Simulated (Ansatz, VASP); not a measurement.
Two plane-wave programs on BeN

```
Be N
1.0
     4.68979    0.00000    0.00000
    -2.34489    4.06148    0.00000
     0.00000    0.00000    3.02663
Be N
2 2
Direct
  0.33333 0.66667 0.50000
  0.66667 0.33333 0.50000
  0.33333 0.66667 0.00000
  0.66667 0.33333 0.00000
```

Alike in both runs: functional PBE; k mesh 12 × 12 × 16; occupations gaussian, width 0.1 eV; no spin polarisation.

Ansatz relaxed the structure, and its values are those at the end. VASP's run is a single point on that final structure, the one shown.

```csv
,VASP,Ansatz
version,VASP 6.6.1,Ansatz 0.2.0
potentials or method,"VASP PAW PBE potentials, release 64 (Be, N)","scalar-relativistic, plane waves, PAW"
plane-wave cutoff (eV),520,420
valence electrons in the cell,14,14
```

Ansatz gave:

```
gap on the k mesh at the Fermi level (eV) : none
pressure (GPa)                            : 0.0
```

Q: Which values does VASP return?

A: gap on the k mesh at the Fermi level (eV): none; pressure (GPa): -0.2.

A gap of «none» marks a metal or a gap that the smearing closes.
